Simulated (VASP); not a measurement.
# Splitting of the X valleys of zinc-blende SiC under uniaxial [001] stress, at the TB-mBJ level

In strained cubic SiC, the conduction valleys that hold the electrons set the effective mass along and across the current, and with it the mobility. Without strain the valleys along [001], [100] and [010] are equivalent by symmetry. Stress along [001] singles out the first and leaves the other two equal. The question is which side drops, and by how much per percent of strain. The valley energies are TB-mBJ values on LDA-relaxed cells, counted from the valence-band top at the zone centre. The splitting is the [100] energy less the [001] energy, so a positive value means that the [001] valley is lowest.

## Systems and settings

The start is a typed prototype cell. The crystal was relaxed with LDA. Strain is imposed along [001]; the strain across the axis is adjusted until the stress across it vanishes, and the atoms are relaxed with LDA. VASP 6.6.1, plane waves with PAW, cutoff 600 eV, no spin polarisation. Band edges are single points at TB-mBJ (no spin-orbit coupling) on these cells, k mesh 9×9×9, read on short lines of k points at the zone centre and through the valleys; energies are counted from the valence-band top at the zone centre.  All levels use the PAW data sets made with LDA.

Notes on method and selection:

- A valley's energy from the valence-band top holds the shift of that top as well as the shift of the valley.
- The TB-mBJ parameter c is fixed anew from the density of each cell, so it changes along the series.
- Runs that did not converge, have known faults or may not be shown are not listed, and runs on Ansatz's PAW sets soft_1 and soft_2 are kept to separate tables.

Columns:

- strain (%): strain along the axis (tension positive).
- splitting (eV): valley along [100] less valley along [001].
- Δ [001] (eV): minimum of the conduction band along Γ–X in the [001] direction.
- Δ [100] (eV): minimum of the conduction band along Γ–X in the [100] direction.
- L [111] (eV): conduction level at L along [111].
- Γ level (eV): lowest conduction level at Γ.

Input lines of one member:

```
PREC = Accurate
ENCUT = 600
EDIFF = 1E-06
NELM = 150
ISMEAR = 0
SIGMA = 0.02
LREAL = .FALSE.
ALGO = Normal
METAGGA = MBJ
LASPH = .TRUE.
NBANDS = 9
KPAR = 2
```

Command (options for logging and memory left out): `mpirun -np 2 vasp_std`

## The series

| member | strain (%) | splitting (eV) | Δ [001] (eV) | Δ [100] (eV) | L [111] (eV) | Γ level (eV) |
| --- | --- | --- | --- | --- | --- | --- |
| −2 % | −2.0 | 0.240 | 2.044 | 2.284 | 6.253 | 7.204 |
| −1.5 % | −1.5 | 0.179 | 2.116 | 2.295 | 6.289 | 7.210 |
| −1 % | −1.0 | 0.119 | 2.188 | 2.307 | 6.319 | 7.216 |
| −0.5 % | −0.5 | ? | ? | ? | ? | ? |
| 0 % | 0.0 | 0.000 | 2.334 | 2.334 | 6.355 | 7.226 |
| +0.5 % | 0.5 | −0.058 | 2.359 | 2.301 | 6.313 | 7.181 |
| +1 % | 1.0 | −0.116 | 2.384 | 2.268 | 6.263 | 7.136 |
| +1.5 % | 1.5 | −0.173 | 2.408 | 2.234 | 6.203 | 7.088 |
| +2 % | 2.0 | −0.229 | 2.431 | 2.202 | 6.136 | 7.038 |

Cells marked ? are withheld until the estimate has been made.

Least-squares fits to the members shown, with x = strain (%); R² and errors in the fitted variable (y, or ln y where the fit is in ln y):

| y | members | fit | R² | rms residual | leave-one-out rms | the same for the mean of the others |
| --- | --- | --- | --- | --- | --- | --- |
| splitting (eV) | 8 | y = 0.002586 − 0.1174 x | 1.00 | 0.0019 | 0.0028 | 0.18 |
| Δ [001] (eV) | 8 | y = 2.277 + 0.09824 x | 0.95 | 0.032 | 0.044 | 0.16 |

## The trend and its physics

Under compression the [001] valley is lowest; under tension the [100] and [010] pair is. Between the end rows the splitting changes by (0.240 + 0.229) / 4.0 = 0.117 eV per % of strain. At 1 % compression it is 0.119 / 0.026 = 4.6 times the thermal energy at room temperature, so most electrons would then sit in the [001] valley. Since the minimum lies at the zone-boundary point X, that is one valley, against two under tension.

To first order the splitting is Ξ (e₁ − e₃), where e₃ is the strain along [001], e₁ the strain across it and Ξ the shear deformation potential of the valley. The signs in the table require a positive Ξ. A nearly-free-electron picture gives the same sign: the lowest conduction state at X along [001] is built largely from plane waves that vary across that axis. Compression along [001] widens the cell sideways, which lengthens these waves and lowers their kinetic energy. The corresponding waves of the [100] valley vary partly along the shortened axis and gain energy relative to them. To first order Ξ in this picture equals the kinetic energy of these waves, which lies between ten and twenty eV. The table gives 0.117 × 100 = 11.7 eV per unit strain along the axis. Ξ itself is somewhat smaller, because the sideways strain adds to the shear strain e₁ − e₃, but it is of the same order as the picture gives.

The separate valley energies are less simple. The [001] valley rises by (2.334 − 2.044) / 2.0 = 0.145 eV per % on the compressed side, but by only (2.431 − 2.334) / 2.0 = 0.049 eV per % under tension. The [100] slope changes from (2.334 − 2.284) / 2.0 = 0.025 eV per % under compression to (2.202 − 2.334) / 2.0 = −0.066 eV per % under tension. Both slopes thus fall by about 0.09 to 0.10 eV per % at zero strain, which points to their common reference: the valence-band top is a single state under compression and a degenerate pair under tension. This kink cancels in the splitting. The gap to the lowest valley shrinks for either sign of strain, by 0.290 eV at −2 % and 0.132 eV at +2 %.

## A prediction

Plain estimates from the members shown:

- −0.5 %, fit at x = −0.5: 0.061 eV
- −0.5 %, straight-line interpolation between −1 % and 0 %: w = (−0.5 − (−1.0)) / (0.0 − (−1.0)) = 0.500, so 0.119 + 0.500 × (0.000 − 0.119) = 0.059 eV

Interpolation between −1 % and 0 % is the better of the two plain estimates. The straight line fitted to all members has an intercept of 0.0026 eV, whereas symmetry requires zero splitting in the unstrained cell, and this offset lifts its value at small compression.

The interpolation itself needs a small correction, because the splitting grows slightly faster under compression than under tension. The quadratic coefficient follows from the end rows: (0.240 − 0.229) / (2 × 2.0²) = 0.0014 eV per %². For a curve of this kind, the mean of two neighbours 0.5 % away on either side is too high by 0.0014 × 0.5² = 0.0003 eV. The estimate is therefore (0.119 + 0.000) / 2 − 0.0003 = 0.0592 eV.

The same route can be tried on three shown members. At −1.5 % it gives (0.240 + 0.119) / 2 − 0.0003 = 0.1792 eV, against 0.179 eV in the table. At +0.5 % it gives (0.000 − 0.116) / 2 − 0.0003 = −0.0583 eV against −0.058 eV, and at +1.5 % (−0.116 − 0.229) / 2 − 0.0003 = −0.1728 eV against −0.173 eV. The misses of 0.0002 to 0.0003 eV are no larger than the rounding of the table. Two of these trials share the end rows with the quadratic coefficient, so the error bar is set somewhat wider, at 0.0005 eV. The positive sign puts the [001] valley lowest at −0.5 % as well.

**Committed estimate, −0.5 %: splitting = 0.0592 ± 0.0005 eV.**

## The answer

| member | strain (%) | splitting (eV) | Δ [001] (eV) | Δ [100] (eV) | L [111] (eV) | Γ level (eV) |
| --- | --- | --- | --- | --- | --- | --- |
| −0.5 % | −0.5 | 0.059 | 2.261 | 2.320 | 6.341 | 7.221 |

| member | estimate | splitting (eV) | computed | estimate − computed | miss in error bars |
| --- | --- | --- | --- | --- | --- |
| −0.5 % | committed | 0.059 | 0.059 | 0.000 | 0.4 |
| −0.5 % | fit | 0.061 | 0.059 | +0.002 |  |
| −0.5 % | interpolation | 0.059 | 0.059 | +0.001 |  |

The estimate of 0.0592 eV lies inside its error bar of 0.0005 eV: the computed splitting is 0.059 eV. The straight line fitted to the other members gives 0.061 eV and is too high, as expected from its non-zero intercept. Against plain interpolation, 0.0595 eV before rounding, the gain is smaller than the last printed digit, so this row does not show whether the curvature correction was needed.

The new row also narrows down the kink in the separate valley energies. Between −0.5 % and 0 % the [001] valley rises by (2.334 − 2.261) / 0.5 = 0.146 eV per %, and between 0 % and +0.5 % by (2.359 − 2.334) / 0.5 = 0.050 eV per %. The slope of the [100] valley falls by nearly the same amount, from (2.334 − 2.320) / 0.5 = 0.028 eV per % to (2.301 − 2.334) / 0.5 = −0.066 eV per %. A common drop at zero strain is what the change of the valence-band top from a single state to a degenerate pair should give, and it leaves the splitting smooth.

## Members off the line

Least-squares fits to the whole series, with x = strain (%); R² and errors in the fitted variable (y, or ln y where the fit is in ln y):

| y | members | fit | R² | rms residual | leave-one-out rms | the same for the mean of the others |
| --- | --- | --- | --- | --- | --- | --- |
| splitting (eV) | 9 | y = 0.002333 − 0.1173 x | 1.00 | 0.0020 | 0.0028 | 0.17 |
| Δ [001] (eV) | 9 | y = 2.281 + 0.09713 x | 0.94 | 0.032 | 0.043 | 0.15 |

Largest departures from the fit to the whole series:

| member | splitting (eV) | fit | computed − fit | in rms residuals |
| --- | --- | --- | --- | --- |
| +2 % | −0.229 | −0.232 | +0.003 | 1.7 |
| −2 % | 0.240 | 0.237 | +0.003 | 1.6 |
| 0 % | 0.000 | 0.002 | −0.002 | 1.2 |
| −0.5 % | 0.059 | 0.061 | −0.002 | 1.0 |

No row stands apart from the others, but the departures from the straight line have a pattern: +0.003 eV at both ends and −0.002 eV at 0 % and −0.5 %. This is the mark of a weak upward curvature, which makes the splitting at −2 % larger in size than that at +2 % by 0.240 − 0.229 = 0.011 eV. Part of it comes from the sideways strain, which is somewhat larger under compression than under an equal tension, so that the shear strain is larger too. The rest may be a second-order response of the valleys themselves.

## Conclusions and limits

From −2 % to +2 % the splitting in eV follows −0.117 x + 0.0014 x², with x the strain in %. Both coefficients come from the end rows, and the typical miss over all nine rows is 0.0004 eV, against 0.17 eV when each row is estimated by the mean of the others. The separate valley energies need one line for each sign of strain.

For practice, take a thermal energy of 0.026 eV, a low electron density and equal masses in all valleys. At −0.5 % the ratio of occupation per valley is exp(0.059 / 0.026) = 9.7, so the [001] valley holds 9.7 / (9.7 + 2) = 83 % of the electrons, against one third without strain.

Spin-orbit coupling is left out. It splits the valence-band top slightly, which would round the kink near zero strain but hardly touch the splitting between the valleys.

[Logs are printed without paths, hosts, clocks, repeated set-up lines and the standing remarks that a program may print on its own settings, such as how far it seeks lower states.]
